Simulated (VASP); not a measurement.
Input of a VASP 6.6.1 run:

INCAR

```
SYSTEM = Ta2Bi2O
ALGO     = Fast           ! electronic algorithm
EDIFF    = 1E-4           ! SCF threshold, eV
EDIFFG   = -0.08          ! ionic threshold
ENCUT    = 520            ! plane-wave cutoff, eV
GGA      = PE             ! functional
IBRION   = 2              ! ionic algorithm
ISIF     = 3              ! what is computed and relaxed
ISMEAR   = 0              ! smearing method
LASPH    = .TRUE.         ! aspherical terms in the spheres
LCHARG   = .FALSE.        ! write CHGCAR
LREAL    = .FALSE.        ! projectors in reciprocal space
LWAVE    = .FALSE.        ! write WAVECAR
NELM     = 60             ! most SCF steps
NSW      = 24             ! ionic steps
PREC     = Normal         ! precision mode
SIGMA    = 0.15           ! smearing width, eV
```

KPOINTS

```
k-points
0
G
  4 4 2
  0 0 0
```

The input POSCAR:

```
Ta2Bi2O
1.0
    4.0134473500      0.0000000000      0.0000000000
   -2.0067236800      3.4757473600      0.0000000000
    0.0000000000      0.0000000000      7.7778641900
Ta Bi O
2 2 1
Direct
    0.0000000000      0.0000000000      0.7477605200
    0.0000000000      0.0000000000      0.2522394800
    0.3333333300      0.6666666700      0.0000000000
    0.6666666700      0.3333333300      0.0000000000
    0.0000000000      0.0000000000      0.0000000000
```

Potentials or basis: VASP PAW PBE potentials, release 64 (Ta_pv, Bi_d, O).

Command:

```console
$ cat potpaw_PBE.64/Ta_pv/POTCAR potpaw_PBE.64/Bi_d/POTCAR potpaw_PBE.64/O/POTCAR > POTCAR
$ mpirun -np 1 vasp_std > vasp.out
```

Task: Estimate the relaxed volume.

Result: 30.32 Å³/atom.

Task: Estimate the band gap on the k mesh.

Result: None (metal or under the smearing width).

Task: What does it give for the relaxed cell?

Result: a = 5.257 Å, b = 5.257 Å, c = 6.332 Å, α = 90.00°, β = 90.00°, γ = 120.00°.

Final structure:
```cif
data_structure
_symmetry_space_group_name_H-M 'P 1'
_symmetry_Int_Tables_number 1
_cell_length_a 5.2575
_cell_length_b 5.2575
_cell_length_c 6.3323
_cell_angle_alpha 90.000
_cell_angle_beta 90.000
_cell_angle_gamma 120.000
_cell_volume 151.58
loop_
_atom_site_label
_atom_site_type_symbol
_atom_site_fract_x
_atom_site_fract_y
_atom_site_fract_z
_atom_site_occupancy
Ta1 Ta 0.00000 0.00000 0.70456 1
Ta2 Ta 0.00000 0.00000 0.29544 1
Bi1 Bi 0.33333 0.66667 0.00000 1
Bi2 Bi 0.66667 0.33333 0.00000 1
O1 O 0.00000 0.00000 0.00000 1
```

Caveat: the k mesh is coarse (spacing up to 0.45 Å⁻¹), so the values aren't converged; the volume moved by over 15 % at a fixed basis, so the end points are rough; spin-orbit coupling is left out, which moves the levels of the heavy elements.
